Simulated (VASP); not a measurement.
Set up this calculation in VASP 6.6.1, as the native input.

- Task: relaxation of cell and atoms
- Functional: PBE
- Potentials or basis: VASP PAW PBE potentials, release 64 (Zr_sv, Hf_pv, Se)
- Cutoff: 520 eV
- k mesh: 4 × 4 × 4
- Occupations: gaussian, width 0.15 eV
- Spin: no spin polarisation
- Further INCAR settings: PREC = Normal; ALGO = Fast; EDIFF = 0.0001; IBRION = 2; EDIFFG = -0.08; NSW = 24; ISIF = 3

The structure of HfZr2Se4 lies in POSCAR:

```
HfZr2Se4
1.0
    2.2287977100      1.2867969600     10.3615918000
   -2.2287977100      1.2867969600     10.3615918000
    0.0000000000     -2.5735939100     10.3615918000
Zr Hf Se
2 1 4
Direct
    0.2137040000      0.2137040000      0.2137040000
    0.7862960000      0.7862960000      0.7862960000
    0.0000000000      0.0000000000      0.0000000000
    0.2928569900      0.2928569900      0.2928569900
    0.7071430100      0.7071430100      0.7071430100
    0.1301700000      0.1301700000      0.1301700000
    0.8698300000      0.8698300000      0.8698300000
```

The cell was built by a generator and needn't be a form met in nature.

One way to write it, as run:

INCAR

```
PREC = Normal ; ENCUT = 520
EDIFF = 1E-4 ; ISMEAR = 0
SIGMA = 0.15 ; LREAL = False
LASPH = True ; NELM = 60
ALGO = Fast ; ISIF = 3
LWAVE = False ; LCHARG = False
GGA = PE ; IBRION = 2
NSW = 24 ; EDIFFG = -0.08
```

KPOINTS

```
Automatic mesh
0
Gamma
  4 4 4
```

Potentials or basis: VASP PAW PBE potentials, release 64 (Zr_sv, Hf_pv, Se).

Run with:

```bash
$ cat potpaw_PBE.64/Zr_sv/POTCAR potpaw_PBE.64/Hf_pv/POTCAR potpaw_PBE.64/Se/POTCAR > POTCAR
$ mpirun -np 1 vasp_std > vasp.out
```

It gave:

```yaml
Relaxed_volume: 25.36 Å³/atom
Relaxed_cell: a = 11.065 Å, b = 11.065 Å, c = 11.065 Å, α = 22.73°, β = 22.73°, γ = 22.73°
Space_group_after_relaxing_to_0.05_Å: R-3m (No. 166)
Energy_gained_by_relaxing: 295.2 meV/atom
Ionic_steps: 21
Pressure_after_relaxing: 0.0 GPa
Largest_force_after_relaxing: 0.040 eV/Å
Band_gap_on_the_k_mesh: none (metal or under the smearing width)
```

Caveat: the k mesh is coarse (spacing up to 0.41 Å⁻¹), so the values aren't converged; the relaxation stopped at a loose force limit of 0.08 eV/Å, so its end isn't a converged minimum.

Run time: 41 min on 1 thread of Intel(R) Xeon(R) Platinum 8488C (Sapphire Rapids), on a shared host, peak memory 0.59 GiB.
